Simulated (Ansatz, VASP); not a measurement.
**One calculation of CrC3, two programs**

```
CELL_PARAMETERS angstrom
3.60164 0.00000 0.00000
0.00000 3.60164 0.00000
0.00000 0.00000 3.60164
ATOMIC_POSITIONS crystal
Cr 0.00000 0.00000 0.00000
C 0.00000 0.50000 0.50000
C 0.50000 0.00000 0.50000
C 0.50000 0.50000 0.00000
```

Change from the starting cell: species swapped into the VPt3 type (Pm-3m, No. 221).

Alike in both runs: task relaxation of cell and atoms; functional PBE; k mesh 6 × 6 × 6; occupations gaussian, width 0.1 eV; collinear spin.

|  | VASP | Ansatz |
| --- | --- | --- |
| version | VASP 6.6.1 | Ansatz 0.2.0 |
| potentials or method | VASP PAW PBE potentials, release 64 (Cr_pv, C) | scalar-relativistic, plane waves, PAW |
| plane-wave cutoff (eV) | 600 | 420 |
| valence electrons in the cell | 24 | 26 |

|  | VASP | Ansatz | Ansatz less VASP |
| --- | --- | --- | --- |
| gap on the k mesh at the Fermi level, each at its own relaxed structure (eV) | none | none | - |
| net moment per atom (μB) | 0.36 | 0.36 | -0.002 |
| size of the moment on the site where the two differ most (μB) | 1.45 | 1.30 | -0.143 |
| relaxed volume (Å³/atom) | 7.56 | 7.55 | -0.007 |
| relaxed cell length with the largest relative difference (Å) | 3.115 | 3.114 | -0.0010 |
| energy change over the relaxation (meV/atom) | -767 | -646 | +121.2 |

Site moments also hang on the region over which each program counts them. A gap of «none» marks a metal or a gap that the smearing closes. The two sets of potentials don't hold the same shells in valence.

Caveats: the volume moved by over 15 % at a fixed basis, so the end points are rough.
